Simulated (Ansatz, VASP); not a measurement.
## CsBa3: VASP beside Ansatz

The input INCAR:

```
SYSTEM = CsBa3
  PREC = Accurate
  ENCUT = 520
  EDIFF = 1E-7
  ISMEAR = -1
  SIGMA = 0.05
  LREAL = .False.
  LASPH = .True.
  NELM = 60
  ALGO = Normal
  ISIF = 2
  LWAVE = .False.
  LCHARG = .True.
  GGA = PE
  LELF = .True.
  LVHAR = .True.
  NBANDS = 28
```

KPOINTS

```
regular mesh
0
Gamma
  5 5 5
  0 0 0
```

The input POSCAR:

```
CsBa3
1.0
    0.0000000000      5.2212840000      5.2212840000
    5.2212840000      0.0000000000      5.2212840000
    5.2212840000      5.2212840000      0.0000000000
Ba Cs
3 1
Direct
    0.5000000000      0.5000000000      0.5000000000
    0.7500000000      0.7500000000      0.7500000000
    0.2500000000      0.2500000000      0.2500000000
    0.0000000000      0.0000000000      0.0000000000
```

File input.yaml:

```yaml
crystal:
  lattice:
    - [0.0, 5.221284, 5.221284]
    - [5.221284, 0.0, 5.221284]
    - [5.221284, 5.221284, 0.0]
  atoms:
    - { symbol: Ba, position: [0.5, 0.5, 0.5] }
    - { symbol: Ba, position: [0.75, 0.75, 0.75] }
    - { symbol: Ba, position: [0.25, 0.25, 0.25] }
    - { symbol: Cs, position: [0.0, 0.0, 0.0] }
hamiltonian:
  xc: pbe
  pseudopotentials: { kind: paw }
kpoints:
  mp_grid: { grid: [5, 5, 5] }
scf:
  occupations: { method: fermi_dirac, width: 0.05 }
output:
  forces: true
  stress: true
  eigenvalues: true
  write_density: true
  write_potential: true
  elf: true
  volumetric_format: npy
```

The cell comes from a database or a generator and needn't be the stable form of this composition.

Alike in both runs: task single point; functional PBE; k mesh 5 × 5 × 5; occupations fermi-dirac, width 0.05 eV; no spin polarisation.

```csv
,VASP,Ansatz
version,VASP 6.6.1,Ansatz 0.2.0
potentials or method,"VASP PAW PBE potentials, release 64 (Ba_sv, Cs_sv)",Ansatz PAW
plane-wave cutoff (eV),520,420
valence electrons in the cell,39,39
```

Ansatz gave:

```
gap on the k mesh at the Fermi level (eV) : none
pressure (GPa)                            : 0.0
```

Which values does VASP return?

gap on the k mesh at the Fermi level (eV): none; pressure (GPa): 0.1.

A gap of «none» marks a metal or a gap that the smearing closes. The functional is the same, so the differences come from potentials, cutoffs and numerics.

The runs have no spin-orbit coupling, so splittings on Ba, Cs are missing.
